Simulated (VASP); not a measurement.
All values below come from PBEsol GGA, VASP's PBE PAW potentials (set 64) (plane waves; VASP).

The input files of a VASP run:

**POSCAR**
```
MnSi
3.7510980
  0.0000000000   0.7071068184   0.7071068184
  0.7071068184   0.0000000000   0.7071068184
  0.7071068184   0.7071068184   0.0000000000
Mn Si
1 1
Cartesian
  0.0000000000   0.7071068184   0.7071068184
  0.3535534092   0.3535534092   0.3535534092
```

**KPOINTS**
```
Automatic mesh
0
Gamma
13 13 13
0 0 0
```

### INCAR
```
! general
SYSTEM   =  MnSi
PREC     =  Accurate
ENCUT    =  400
LREAL    =  .False.
LASPH    =  .True.

! electronic loop
EDIFF    =  1E-7
NELM     =  100
ALGO     =  Normal
LMAXMIX  =  4

! smearing
ISMEAR   =  -5

! functional
GGA      =  PS

! spin
ISPIN    =  2
MAGMOM   =  2.6 -0.2

! ions
ISIF     =  2

! output
LWAVE    =  .False.
LCHARG   =  .True.
LORBIT   =  11
NEDOS    =  601
```

POTCAR, in this order: Mn_pv Si (PBE.64 set). Program: vasp_std.

The resulting files:

OSZICAR:
```
       N       E                     dE             d eps       ncg     rms          rms(c)
DAV:   1     0.846583097550E+02    0.84658E+02   -0.85915E+03  4776   0.107E+03
DAV:   2    -0.129883281683E+02   -0.97647E+02   -0.93362E+02  4408   0.285E+02
DAV:   3    -0.158804897492E+02   -0.28922E+01   -0.28570E+01  5368   0.568E+01
DAV:   4    -0.159182621944E+02   -0.37772E-01   -0.37769E-01  4916   0.662E+00
DAV:   5    -0.159190781262E+02   -0.81593E-03   -0.81595E-03  5523   0.101E+00    0.150E+01
DAV:   6    -0.195061663714E+02   -0.35871E+01   -0.41647E+01  4398   0.844E+01    0.267E+01
DAV:   7    -0.136897921920E+02    0.58164E+01   -0.22714E+01  4373   0.618E+01    0.503E+00
DAV:   8    -0.137660491302E+02   -0.76257E-01   -0.57977E-01  4593   0.626E+00    0.227E+00
DAV:   9    -0.137722579681E+02   -0.62088E-02   -0.80996E-02  5008   0.267E+00    0.950E-01
DAV:  10    -0.137754922429E+02   -0.32343E-02   -0.16448E-02  5338   0.117E+00    0.383E-01
DAV:  11    -0.137755335748E+02   -0.41332E-04   -0.67292E-04  4638   0.230E-01    0.172E-01
DAV:  12    -0.137755071287E+02    0.26446E-04   -0.22957E-04  4898   0.181E-01    0.511E-02
DAV:  13    -0.137754805287E+02    0.26600E-04   -0.50433E-05  4828   0.668E-02    0.219E-02
DAV:  14    -0.137754677026E+02    0.12826E-04   -0.75356E-06  5283   0.249E-02    0.163E-02
DAV:  15    -0.137754699777E+02   -0.22751E-05   -0.54377E-07  4683   0.746E-03    0.643E-03
DAV:  16    -0.137754749241E+02   -0.49464E-05   -0.77373E-07  3904   0.875E-03    0.710E-04
DAV:  17    -0.137754751197E+02   -0.19563E-06   -0.40811E-08  2274   0.175E-03    0.337E-04
DAV:  18    -0.137754751631E+02   -0.43413E-07   -0.26943E-09  2234   0.483E-04
   1 F= -.13775475E+02 E0= -.13775475E+02  d E =0.000000E+00  mag=     2.3358
```

### OUTCAR
```
------------------------ aborting loop because EDIFF is reached ----------------------------------------
  FORCE on cell =-STRESS in cart. coord.  units (eV):
  Direction    XX          YY          ZZ          XY          YZ          ZX
  --------------------------------------------------------------------------------------
  Total       -0.0600497     -0.0600497     -0.0600497      0.0000000      0.0000000     -0.0000000
  in kB       -2.5778722     -2.5778722     -2.5778722      0.0000000      0.0000000     -0.0000000
  external PRESSURE =      -2.5778722 kB  Pullay stress =       0.0000000 kB
  volume of cell :       37.32
      direct lattice vectors                 reciprocal lattice vectors
     0.000000000  2.652426972  2.652426972    -0.188506604  0.188506604  0.188506604
     2.652426972  0.000000000  2.652426972     0.188506604 -0.188506604  0.188506604
     2.652426972  2.652426972  0.000000000     0.188506604  0.188506604 -0.188506604
 POSITION                                       TOTAL-FORCE (eV/Angst)
 -----------------------------------------------------------------------------------
      0.00000      0.00000      0.00000         0.000000     -0.000000      0.000000
      1.32621      1.32621      1.32621        -0.000000      0.000000     -0.000000
 -----------------------------------------------------------------------------------
    total drift:                               -0.000000     -0.000000      0.000001
  FREE ENERGIE OF THE ION-ELECTRON SYSTEM (eV)
  ---------------------------------------------------
  free  energy   TOTEN  =       -13.7754751631 eV

  energy  without entropy=      -13.7754751631  energy(sigma->0) =      -13.77547516

 total charge

# of ion       s       p       d       tot
------------------------------------------
    1        0.381   6.233   5.171  11.785
    2        0.824   0.908   0.000   1.732
--------------------------------------------------
tot          1.205   7.141   5.171  13.517

 magnetization (x)

# of ion       s       p       d       tot
------------------------------------------
    1        0.045  -0.013   2.507   2.538
    2       -0.026  -0.160   0.000  -0.186
--------------------------------------------------
tot          0.018  -0.173   2.507   2.352
```
(Selected blocks of OUTCAR.)

**OUTCAR**
```
 val. band max:        5.1965702830   @ k =  -0.2308   0.3077   0.0769

 cond. band min:       5.0848382392   @ k =  -0.3077   0.3077   0.0000


 Fermi energy:         5.1439895428

 spin component 1

 k-point     1 :       0.0000    0.0000    0.0000
  band No.  band energies     occupation
      1     -43.7262      1.00000
      2     -43.7262      1.00000
      3     -43.7262      1.00000
      4      -4.2846      1.00000
      5       2.3519      1.00000
      6       2.3519      1.00000
      7       2.3519      1.00000
      8       3.2839      1.00000
      9       3.2839      1.00000
     10      10.9527      0.00000
     11      10.9527      0.00000
     12      10.9527      0.00000
     13      12.3605      0.00000

 k-point     2 :       0.0769    0.0000    0.0000
  band No.  band energies     occupation
      1     -43.7274      1.00000
      2     -43.7267      1.00000
      3     -43.7267      1.00000
      4      -4.2016      1.00000
      5       2.3096      1.00000
      6       2.3723      1.00000
      7       2.3723      1.00000
      8       3.2777      1.00000
      9       3.2777      1.00000
     10       9.9563      0.00000
     11      10.6859      0.00000
     12      10.6859      0.00000
     13      12.4796      0.00000

 k-point     3 :       0.1538    0.0000    0.0000
  band No.  band energies     occupation
      1     -43.7284      1.00000
      2     -43.7270      1.00000
      3     -43.7270      1.00000
      4      -3.9576      1.00000
      5       2.1903      1.00000
      6       2.4238      1.00000
      7       2.4238      1.00000
      8       3.2712      1.00000
      9       3.2712      1.00000
     10       8.4283      0.00000
     11      10.1916      0.00000
     12      10.1916      0.00000
     13      12.4391      0.00000

 k-point     4 :       0.2308    0.0000    0.0000
  band No.  band energies     occupation
      1     -43.7302      1.00000
...
```

For a metal the tetrahedron method with Blöchl corrections gives inexact stress and forces.

The structure was generated: MnSi was put into the zinc blende type (F-43m), which need not be its known phase. It was relaxed first, which changed the volume by -22 %.
